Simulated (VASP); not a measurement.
# MgVCl2O (Cm) in VASP: settings compared

Aim: see how the results for MgVCl2O move with the level of theory and the settings. Levels: RPBE, PBEsol+D3(BJ). Tasks: single point, relaxation of cell and atoms.

All numbers are computed with VASP 6.6.1; they aren't measurements. Logs are shortened: lines on timing, memory, paths and dates and some standing lists are left out, and cuts for length are marked.

### 1 Starting point

It takes space group Cm (No. 8, monoclinic). Conventional cell: a = 13.241 Å, b = 3.923 Å, c = 4.318 Å, α = 90.00°, β = 108.86°, γ = 90.00°. V (site symmetry m) is surrounded by 2 O at 2.16 Å. Cl (site symmetry m) is surrounded by 2 V at 2.54 Å and 2 Mg at 2.75 to 2.80 Å. Cl (site symmetry m) has 2 V at 2.58 Å and 2 Mg at 2.65 to 2.66 Å as nearest neighbours. Around Mg (site symmetry m) lie 2 O at 1.96 Å. Around O (site symmetry m) lie 2 Mg at 1.96 Å and 2 V at 2.16 Å.

The cell comes from a database or a generator and needn't be the stable form of this composition.

### 2 Single point, RPBE, collinear spin, ferromagnetic start

Input file INCAR:

```
SYSTEM = MgVCl2O
  PREC = Accurate
  ENCUT = 520
  EDIFF = 1E-6
  ISMEAR = 0
  SIGMA = 0.1
  LREAL = .FALSE.
  LASPH = .TRUE.
  NELM = 120
  ALGO = Normal
  ISIF = 2
  LWAVE = .FALSE.
  LCHARG = .FALSE.
  ISPIN = 2
  MAGMOM = 2 0 0 0 0
  LORBIT = 11
  LMAXMIX = 4
  GGA = RP
  NBANDS = 30
```

Input file KPOINTS:

```
regular mesh
0
G
  7 7 7
  0 0 0
```

Input file POSCAR:

```
MgVCl2O
1.0
    6.6203369699     -1.9615760065      0.0000000000
    6.6203369699      1.9615760065      0.0000000000
   -1.3957237544      0.0000000000      4.0863273679
V Cl Mg O
1 2 1 1
Cartesian
   -1.3467162892      0.0000000000      3.9982997037
    8.1889546581      0.0000000000      0.4558175589
    3.6881456681      0.0000000000      3.4590066494
    5.8491320968      0.0000000000      1.9059815879
   12.5280118461      0.0000000000      1.9352519508
```

Potentials or basis: VASP PAW PBE potentials, release 64 (V_sv, Cl, Mg, O).

Launch:

```bash
> cat potpaw_PBE.64/V_sv/POTCAR potpaw_PBE.64/Cl/POTCAR potpaw_PBE.64/Mg/POTCAR potpaw_PBE.64/O/POTCAR > POTCAR
> mpirun -np 1 vasp_std > vasp.out
```

OUTCAR:

```text
SYSTEM = MgVCl2O
   PREC = Accurate
   ENCUT = 520
   EDIFF = 1E-6
   ISMEAR = 0
   LREAL = .FALSE.
   LASPH = .TRUE.
   NELM = 120
   ISIF = 2
   ISPIN = 2
   LORBIT = 11
   GGA = RP

 ion  position               nearest neighbor table
   1  0.001  0.001  0.978-   5 2.16   5 2.16   2 2.54   2 2.54   3 2.58   3 2.58   4 2.91   4 2.91
                             4 2.93   4 2.93
   2  0.630  0.630  0.112-   1 2.54   1 2.54   4 2.75   4 2.80
   3  0.368  0.368  0.846-   1 2.58   1 2.58   4 2.65   4 2.66
   4  0.491  0.491  0.466-   5 1.96   5 1.96   3 2.65   3 2.66   2 2.75   2 2.80   1 2.91   1 2.91
                             1 2.93   1 2.93
   5  0.996  0.996  0.474-   4 1.96   4 1.96   1 2.16   1 2.16

  LATTYP: Found a base centered monoclinic cell.
 ALAT       =    13.2406739398
 B/A-ratio  =     0.2962954930
 C/A-ratio  =     0.3261250072
 COS(beta)  =    -0.3232252480

  Lattice vectors:

 A1 = (   6.6203369699,  -1.9615760065,   0.0000000000)
 A2 = (   6.6203369699,   1.9615760065,   0.0000000000)
 A3 = (  -1.3957237544,   0.0000000000,   4.0863273679)

Analysis of symmetry for initial positions (statically):
=====================================================================
 Subroutine PRICEL returns:
 Original cell was already a primitive cell.

 Routine SETGRP: Setting up the symmetry group for a
 base centered monoclinic supercell.

 Subroutine GETGRP returns: Found  2 space group operations
 (whereof  2 operations were pure point group operations)
 out of a pool of  4 trial point group operations.

The static configuration has the point symmetry C_1h.

Analysis of symmetry for dynamics (positions and initial velocities):
=====================================================================
 Subroutine PRICEL returns:
 Original cell was already a primitive cell.

 Routine SETGRP: Setting up the symmetry group for a
 base centered monoclinic supercell.

 Subroutine GETGRP returns: Found  2 space group operations
 (whereof  2 operations were pure point group operations)
 out of a pool of  4 trial point group operations.

The dynamic configuration has the point symmetry C_1h.

Analysis of structural, dynamic, and magnetic symmetry:
=====================================================================
 Subroutine PRICEL returns:
 Original cell was already a primitive cell.

 Routine SETGRP: Setting up the symmetry group for a
 base centered monoclinic supercell.

 Subroutine GETGRP returns: Found  2 space group operations
 (whereof  2 operations were pure point group operations)
 out of a pool of  4 trial point group operations.

The overall configuration has the point symmetry C_1h.

 Subroutine INISYM returns: Found  2 space group operations
 (whereof  2 operations are pure point group operations),
 and found     1 'primitive' translations

----------------------------------------------------------------------------------------

                                     Primitive cell

  volume of cell :     106.1325

  direct lattice vectors                    reciprocal lattice vectors
     6.620336970 -1.961576007  0.000000000     0.075524857 -0.254897082  0.025796229
     6.620336970  1.961576007  0.000000000     0.075524857  0.254897082  0.025796229
    -1.395723754  0.000000000  4.086327368     0.000000000  0.000000000  0.244718523

  length of vectors
     6.904827443  6.904827443  4.318114885     0.267099180  0.267099180  0.244718523

  position of ions in fractional coordinates (direct lattice)
     0.001430500  0.001430500  0.978458000
     0.630228000  0.630228000  0.111547000
     0.367776000  0.367776000  0.846483000
     0.490922000  0.490922000  0.466429000
     0.996098500  0.996098500  0.473592000

  ion indices of the primitive-cell ions
   primitive index   ion index
                 1           1
                 2           2
                 3           3
                 4           4
                 5           5

----------------------------------------------------------------------------------------

 KPOINTS: regular mesh

Automatic generation of k-mesh.
 Grid dimensions read from file:
 generate k-points for:    7    7    7

 Generating k-lattice:

[... 42 lines left out ...]
 [... further k-points ...]
   k-points           NKPTS =    100   k-points in BZ     NKDIM =    100   number of bands    NBANDS=     30
   number of dos      NEDOS =    301   number of ions     NIONS =      5
   total plane-waves  NPLWV =  93312
   dimension x,y,z NGX =    54 NGY =   54 NGZ =   32
   dimension x,y,z NGXF=   108 NGYF=  108 NGZF=   64
   ions per type =               1   2   1   1
   NGX,Y,Z   is equivalent  to a cutoff of  13.00, 13.00, 12.32 a.u.
   NGXF,Y,Z  is equivalent  to a cutoff of  26.00, 26.00, 24.64 a.u.
 SYSTEM =  MgVCl2O
   PREC   = accura    normal or accurate (medium, high low for compatibility)
   ISTART =      0    job   : 0-new  1-cont  2-samecut
   ICHARG =      2    charge: 1-file 2-atom 10-const
   ISPIN  =      2    spin polarized calculation?
   LNONCOLLINEAR =      F non collinear calculations
   LSORBIT =      F    spin-orbit coupling
   LASPH  =      T    aspherical Exc in radial PAW
   ENCUT  =  520.0 eV  38.22 Ry    6.18 a.u.  12.84 12.84  8.03*2*pi/ulx,y,z
   NELM   =    120;   NELMIN=  2; NELMDL= -5     # of ELM steps
   EDIFF  = 0.1E-05   stopping-criterion for ELM
   LREAL  =      F    real-space projection
   EDIFFG = 0.1E-04   stopping-criterion for IOM
   NSW    =      0    number of steps for IOM
   IBRION =     -1    ionic relax: 0-MD 1-quasi-New 2-CG
   NFREE  =      0    steps in history (QN), initial steepest desc. (CG)
   ISIF   =      2    stress and relaxation
   ISYM   =      2    0-nonsym 1-usesym 2-fastsym
   POTIM  = 0.5000    time-step for ionic-motion
   TEBEG  =    0.0;   TEEND  =   0.0 temperature during run
   PSTRESS=    0.0 pullay stress
   NELECT =      35.0000    total number of electrons
   NUPDOWN=      -1.0000    fix difference up-down
   EMIN   =  10.00;   EMAX   =-10.00  energy-range for DOS
   EFERMI =   0.00;   METHOD = LEGACY
   ISMEAR =     0;   SIGMA  =   0.10  broadening in eV -4-tet -1-fermi 0-gaus
   EFERMI_NEDOS =   21; number of points for ismear=-14 and -15
   IALGO  =     38    algorithm
   IMIX   =      4    mixing-type and parameters
     AMIX     =   0.40;   BMIX     =  1.00
     AMIX_MAG =   1.60;   BMIX_MAG =  1.00
  volume/ion in A,a.u.               =      21.23       143.24
  Fermi-wavevector in a.u.,A,eV,Ry     =   1.131049  2.137373 17.405547  1.279272
  Thomas-Fermi vector in A             =   2.267747
   LORBIT       =     11    0 simple, 1 ext, 2 COOP (PROOUT), +10 PAW based schemes
   GGA     = RP    functional components
   LHFCALC =     F    Hartree Fock is set to
   AEXX    =    0.0000 exact exchange contribution
   IVDW    =     0    specifies the selected vdW correction
   LEPSILON=     F    determine dielectric tensor
   LRPA    =     F    only Hartree local field effects (RPA)
 spin polarized calculation
 Gauss-broadening in eV      SIGMA  =   0.10
  energy-cutoff  :      520.00
  volume of cell :      106.13
 maximum number of plane-waves:      2878
 NGX is ok and might be reduce to    54
   NGX = 25   NGY = 25   NGZ = 17

 number of electron      34.9999999 magnetization       3.0000154

 Free energy of the ion-electron system (eV)
  ---------------------------------------------------
  ext. energy  EPLUGINS =         0.00000000
  ---------------------------------------------------
  free energy    TOTEN  =       -25.71786045 eV

  energy without entropy =      -25.71786017  energy(sigma->0) =      -25.71786031

 E-fermi :   4.1733     XC(G=0):  -8.0694

 val. band max:        3.8671651435   @ k =  -0.1429  -0.1429   0.4286
 cond. band min:       4.4671779773   @ k =  -0.4286   0.2857   0.0000
 fundamental gap:      0.6000128338
 Fermi energy:         4.1733256275

 spin component 1

 k-point     1 :       0.0000    0.0000    0.0000
  band No.  band energies     occupation
      1     -61.6178      1.00000
      2     -35.5838      1.00000
      3     -35.4708      1.00000
      4     -35.3165      1.00000
      5     -15.2146      1.00000
      6     -13.5712      1.00000
[... 757 lines left out ...]
     28      11.1053      0.00000
     29      11.9433      0.00000

 [... further k-points ...]

 spin component 2

 k-point     1 :       0.0000    0.0000    0.0000
  band No.  band energies     occupation
      1     -59.0965      1.00000
      2     -33.1186      1.00000
      3     -32.9154      1.00000
      4     -32.7836      1.00000
      5     -15.1180      1.00000
      6     -13.5571      1.00000
[... 757 lines left out ...]
     28      11.8135      0.00000
     29      12.3030      0.00000

 [... further k-points ...]

 [bands above 29 left out]

------------------------ aborting loop because EDIFF is reached ----------------------------------------

  FORCE on cell =-STRESS in cart. coord.  units (eV):
  Direction    XX          YY          ZZ          XY          YZ          ZX
  --------------------------------------------------------------------------------------
  -------------------------------------------------------------------------------------
  Total        0.2743702      0.0385203      0.1610948      0.0000000      0.0000000      0.0109430
  in kB        4.1418956      0.5815026      2.4318892      0.0000000      0.0000000      0.1651955
  external PRESSURE =       2.3850958 kB  Pullay stress =       0.0000000 kB

 VOLUME and BASIS-vectors are now :
 -----------------------------------------------------------------------------
  energy-cutoff  :      520.00
  volume of cell :      106.13
      direct lattice vectors                 reciprocal lattice vectors
     6.620336970 -1.961576007  0.000000000     0.075524857 -0.254897082  0.025796229
     6.620336970  1.961576007  0.000000000     0.075524857  0.254897082  0.025796229
    -1.395723754  0.000000000  4.086327368     0.000000000  0.000000000  0.244718523

 POSITION                                       TOTAL-FORCE (eV/Angst)
 -----------------------------------------------------------------------------------
     -1.34672      0.00000      3.99830         0.016380      0.000000      0.015864
      8.18895      0.00000      0.45582        -0.089264      0.000000     -0.061489
      3.68815      0.00000      3.45901         0.047761      0.000000      0.000226
      5.84913      0.00000      1.90598         0.041128      0.000000      0.044937
     12.52801      0.00000      1.93525        -0.016005      0.000000      0.000462
 -----------------------------------------------------------------------------------
    total drift:                               -0.000414      0.000000     -0.001028

  FREE ENERGIE OF THE ION-ELECTRON SYSTEM (eV)
  ---------------------------------------------------
  free  energy   TOTEN  =       -25.7178604543 eV

  energy  without entropy=      -25.7178601685  energy(sigma->0) =      -25.71786031

 total charge

# of ion       s       p       d       tot
------------------------------------------
    1        2.150   6.110   3.092  11.353
    2        1.602   3.557   0.000   5.158
    3        1.602   3.563   0.000   5.165
    4        0.139   0.149   0.060   0.348
    5        1.547   3.506   0.000   5.053
--------------------------------------------------
tot          7.040  16.886   3.152  27.078

 magnetization (x)

# of ion       s       p       d       tot
------------------------------------------
    1        0.023   0.018   2.552   2.593
    2       -0.001  -0.014   0.000  -0.015
    3       -0.000  -0.015   0.000  -0.016
    4       -0.001   0.003   0.004   0.006
    5       -0.001   0.042   0.000   0.041
--------------------------------------------------
tot          0.020   0.033   2.556   2.610
```

Run time: 9.5 min. Hardware: 1 thread of AMD EPYC 9R45 (Zen 5), shared host; peak memory 0.69 GiB.

What came out:

```yaml
Free_energy: -25.7179 eV
Pressure: 0.2 GPa
Largest_force: 0.108 eV/Å
Band_gap_on_the_k_mesh: 0.60 eV, indirect (least direct gap 0.72 eV)
Net_moment: 3.00 μB per cell
Site_moments: V +2.59; Cl -0.01, -0.02; Mg +0.01; O +0.04 μB
Valence_electrons_inside_the_program's_atomic_spheres: V 11.35; Cl 5.16, 5.17; Mg 0.35; O 5.05
```

Forces in eV/Å, atoms in the order of the input:
```
V    0.016  0.000  0.016
Cl  -0.089  0.000 -0.061
Cl   0.048  0.000  0.000
Mg   0.041  0.000  0.045
O   -0.016  0.000  0.000
```

Stress tensor (GPa, compression positive):
```
0.41 0.00 0.02
0.00 0.06 0.00
0.02 0.00 0.24
```

Caveat: the PAW data sets were made with another functional, which shifts forces and pressure a little; an odd mesh through Γ misses points on the zone boundary, where band edges often lie.

### 3 Single point, RPBE, collinear spin, ferromagnetic start

Input file run.py:

```python
from ase import Atoms
from ase.calculators.vasp import Vasp
from ase.dft.bandgap import bandgap

atoms = Atoms(
    ['V', 'Cl', 'Cl', 'Mg', 'O'],
    cell=[[6.6203369699, -1.9615760065, 0.0], [6.6203369699, 1.9615760065, 0.0], [-1.3957237544, 0.0, 4.0863273679]],
    scaled_positions=[[0.0014305, 0.0014305, 0.978458], [0.630228, 0.630228, 0.111547], [0.367776, 0.367776, 0.846483], [0.490922, 0.490922, 0.466429], [0.9960985, 0.9960985, 0.473592]],
    pbc=True,
)
atoms.set_initial_magnetic_moments([2.0, 0.0, 0.0, 0.0, 0.0])
calc = Vasp(
    directory='calc',
    xc='rpbe',
    pp='PBE',
    setups='recommended',
    prec='Accurate',
    encut=520,
    ediff=1e-06,
    ismear=0,
    sigma=0.1,
    lreal=False,
    lasph=True,
    nelm=120,
    algo='Normal',
    isif=2,
    lwave=False,
    lcharg=True,
    ispin=2,
    lorbit=11,
    lmaxmix=4,
    lelf=True,
    lvhar=True,
    kpts=[7, 7, 7],
    gamma=True,
)
atoms.calc = calc

print('energy (eV):', atoms.get_potential_energy())
print('free energy (eV):', atoms.get_potential_energy(force_consistent=True))
print('forces (eV/A):')
print(atoms.get_forces())
print('stress (eV/A^3, Voigt):', atoms.get_stress())
print('Fermi level (eV):', calc.get_fermi_level())
print('moment (muB):', atoms.get_magnetic_moment())
print('site moments (muB):', atoms.get_magnetic_moments())
gap, top, bottom = bandgap(calc)
print('band gap (eV):', gap, 'from (spin, k, band)', top, 'to', bottom)
```

Potentials or basis: VASP PAW PBE potentials, release 64 (V_sv, Cl, Mg, O).

Launch:

```bash
> python run.py
```

It took 7.9 min on 1 thread of AMD EPYC 9R45 (Zen 5), shared host; peak memory 0.62 GiB.

It converged, with:

```yaml
Free_energy: -25.7179 eV
Pressure: 0.2 GPa
Largest_force: 0.108 eV/Å
Band_gap_on_the_k_mesh: 0.60 eV, indirect (least direct gap 0.72 eV)
Net_moment: 3.00 μB per cell
Site_moments: V +2.59; Cl -0.01, -0.02; Mg +0.01; O +0.04 μB
Valence_electrons_inside_the_program's_atomic_spheres: V 11.35; Cl 5.16, 5.17; Mg 0.35; O 5.05
```

Forces in eV/Å, atoms in the order of the input:
```
V    0.016  0.000  0.016
Cl  -0.089  0.000 -0.061
Cl   0.047  0.000  0.000
Mg   0.041  0.000  0.045
O   -0.016  0.000  0.000
```

Stress tensor (GPa, compression positive):
```
0.41 0.00 0.02
0.00 0.05 0.00
0.02 0.00 0.24
```

Levels at points of the mesh, in eV from the valence-band top:
Spin up:
```
           k point  band 16  band 17  band 18  band 19  band 20  band 21  band 22
(0.00, 0.00, 0.00)    -3.57    -1.45    -1.23    -0.69     0.87     0.90     1.26
```
Spin down:
```tsv
k point	band 14	band 15	band 16	band 17	band 18	band 19
(0.00, 0.00, 0.00)	-4.20	-3.81	-3.45	1.31	1.36	1.51
```

Caveat: the PAW data sets were made with another functional, which shifts forces and pressure a little; an odd mesh through Γ misses points on the zone boundary, where band edges often lie. As with any semilocal functional, this RPBE gap is likely too small.

[end of part 1 of 2]
